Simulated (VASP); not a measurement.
VASP ran on this input.

INCAR:
```
SYSTEM = Au
PREC = Accurate
ENCUT = 400
EDIFF = 1E-6
NELM = 100
ALGO = Normal
LREAL = .FALSE.
LASPH = .TRUE.
ISMEAR = 1
SIGMA = 0.1
GGA = PE
LMAXMIX = 6
LWAVE = .FALSE.
LCHARG = .FALSE.
ISIF = 2
```

File POSCAR:
```
Au
1
    0.0000000000     2.0400000000     2.0400000000
    2.0400000000     0.0000000000     2.0400000000
    2.0400000000     2.0400000000     0.0000000000
Au
1
Direct
  0.0000000000   0.0000000000   0.0000000000
```

File KPOINTS:
```
Automatic mesh
0
Monkhorst-Pack
12 11 6
0 0 0
```

POTCAR, in this order: Au (PBE.64 set). Program: vasp_std.

Output

File standard output:
```
 POSCAR found type information on POSCAR Au
 POSCAR found :  1 types and       1 ions
 Reading from existing POTCAR
 Reading from existing POTCAR
 LDA part: xc-table for (Slater+PW92), standard interpolation

 -----------------------------------------------------------------------------
|                                                                             |
|           W    W    AA    RRRRR   N    N  II  N    N   GGGG   !!!           |
|           W    W   A  A   R    R  NN   N  II  NN   N  G    G  !!!           |
|           W    W  A    A  R    R  N N  N  II  N N  N  G       !!!           |
|           W WW W  AAAAAA  RRRRR   N  N N  II  N  N N  G  GGG   !            |
|           WW  WW  A    A  R   R   N   NN  II  N   NN  G    G                |
|           W    W  A    A  R    R  N    N  II  N    N   GGGG   !!!           |
|                                                                             |
|     Your reciprocal lattice and k-lattice belong to different lattice       |
|     classes:                                                                |
|                                                                             |
|        The reciprocal lattice is body-centered cubic,                       |
|        whereas your k-lattice is triclinic.                                 |
|                                                                             |
|     Results are often still useful ...                                      |
|                                                                             |
 -----------------------------------------------------------------------------

 POSCAR, INCAR and KPOINTS ok, starting setup
 WAVECAR not read
 entering main loop
       N       E                     dE             d eps       ncg     rms          rms(c)
DAV:   1     0.305857625558E+02    0.30586E+02   -0.50323E+03  8643   0.864E+02
DAV:   2    -0.325037820687E+01   -0.33836E+02   -0.31326E+02  7343   0.169E+02
DAV:   3    -0.348123076125E+01   -0.23085E+00   -0.23069E+00  8513   0.145E+01
DAV:   4    -0.348179609589E+01   -0.56533E-03   -0.56532E-03  7705   0.740E-01
DAV:   5    -0.348179984597E+01   -0.37501E-05   -0.37503E-05  7998   0.590E-02    0.946E+00
DAV:   6    -0.323594371085E+01    0.24586E+00   -0.77733E-01  7262   0.870E+00    0.599E+00
DAV:   7    -0.321646478754E+01    0.19479E-01   -0.79546E-02  7632   0.276E+00    0.277E+00
DAV:   8    -0.321421300508E+01    0.22518E-02   -0.20667E-03  7392   0.463E-01    0.244E-01
DAV:   9    -0.321420070569E+01    0.12299E-04   -0.88659E-06  7829   0.334E-02    0.218E-02
DAV:  10    -0.321420613888E+01   -0.54332E-05   -0.23773E-06  7655   0.193E-02    0.298E-03
DAV:  11    -0.321420605033E+01    0.88548E-07   -0.41445E-08  3673   0.198E-03
   1 F= -.32142061E+01 E0= -.32142062E+01  d E =0.376506E-06
```

File OUTCAR:
```
------------------------ aborting loop because EDIFF is reached ----------------------------------------
  FORCE on cell =-STRESS in cart. coord.  units (eV):
  Direction    XX          YY          ZZ          XY          YZ          ZX
  --------------------------------------------------------------------------------------
  Total        0.9331719      0.9331719      0.9331719      0.0000000      0.0000000      0.0000000
  in kB       88.0545329     88.0545329     88.0545329      0.0000000      0.0000000      0.0000000
  external PRESSURE =      88.0545329 kB  Pullay stress =       0.0000000 kB
  volume of cell :       16.98
      direct lattice vectors                 reciprocal lattice vectors
     0.000000000  2.040000000  2.040000000    -0.245098039  0.245098039  0.245098039
     2.040000000  0.000000000  2.040000000     0.245098039 -0.245098039  0.245098039
     2.040000000  2.040000000  0.000000000     0.245098039  0.245098039 -0.245098039
 POSITION                                       TOTAL-FORCE (eV/Angst)
 -----------------------------------------------------------------------------------
      0.00000      0.00000      0.00000         0.000000      0.000000      0.000000
 -----------------------------------------------------------------------------------
    total drift:                                0.000000      0.000000      0.000000
  FREE ENERGIE OF THE ION-ELECTRON SYSTEM (eV)
  ---------------------------------------------------
  free  energy   TOTEN  =        -3.2142060503 eV

  energy  without entropy=       -3.2142064268  energy(sigma->0) =       -3.21420618
```
(Selected blocks of OUTCAR.)

Task: Read input and log: which fault does this run have?
(A) fractional coordinates stand under the word Cartesian
(B) a line-mode KPOINTS file was used for a self-consistent run
(C) the mesh has unequal divisions along equivalent axes and breaks the lattice's symmetry
(D) POTIM is too large for the ionic optimiser

Result: C, the mesh has unequal divisions along equivalent axes and breaks the lattice's symmetry. The run ends without an error. Against the sound run, the energy per atom (σ→0) falls by 0.029 eV/atom; the pressure falls by 0.27 GPa.

To mend it, correct KPOINTS.
**KPOINTS**
```
Automatic mesh
0
Gamma
12 12 12
0 0 0
```
The mended run (PBE GGA, plane waves, VASP's PBE PAW potentials (set 64)) converges, and its OSZICAR ends with
```
   1 F= -.31850224E+01 E0= -.31851025E+01  d E =0.240212E-03
```

The compound is Au in the fcc structure. The cell was not relaxed at this level.
